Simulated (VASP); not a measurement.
```yaml
crystal:
  lattice:
    - [3.73152, 0.00000, 0.00000]
    - [0.00000, 3.73152, 0.00000]
    - [0.00000, 0.00000, 4.70203]
  atoms:
    - { symbol: Be, position: [0.50000, 0.00000, 0.23680] }
    - { symbol: Be, position: [0.00000, 0.50000, 0.76320] }
    - { symbol: Se, position: [0.00000, 0.00000, 0.00000] }
    - { symbol: Se, position: [0.50000, 0.50000, 0.00000] }
```

All values below come from PBE GGA, VASP's PBE PAW potentials (set 64) (plane waves; VASP 6.6.1). Run with 400 eV cut-off, 5×5×4 Γ-centred mesh, Gaussian smearing of 0.050 eV, potentials Be Se.

**Question.** What does the run give for the energy per atom (σ→0), pressure, band gap (on the k-mesh) with the smallest direct gap where there is one?

**Answer.** 
```json
{
 "band gap (on the k-mesh)": "none (metal, semimetal or under 0.01 eV)",
 "energy per atom (σ→0)": "-2576 meV/atom",
 "pressure": "27.28 GPa"
}
```

Total energies compare only between runs with the same potentials, cut-off and functional.

The structure was generated: BeSe was put into the litharge type (P4/nmm), which need not be its known phase. The cell was not relaxed at this level. The k-mesh is coarse (spacing up to 0.34 per Å, 2π included), so the numbers may not be converged in it.
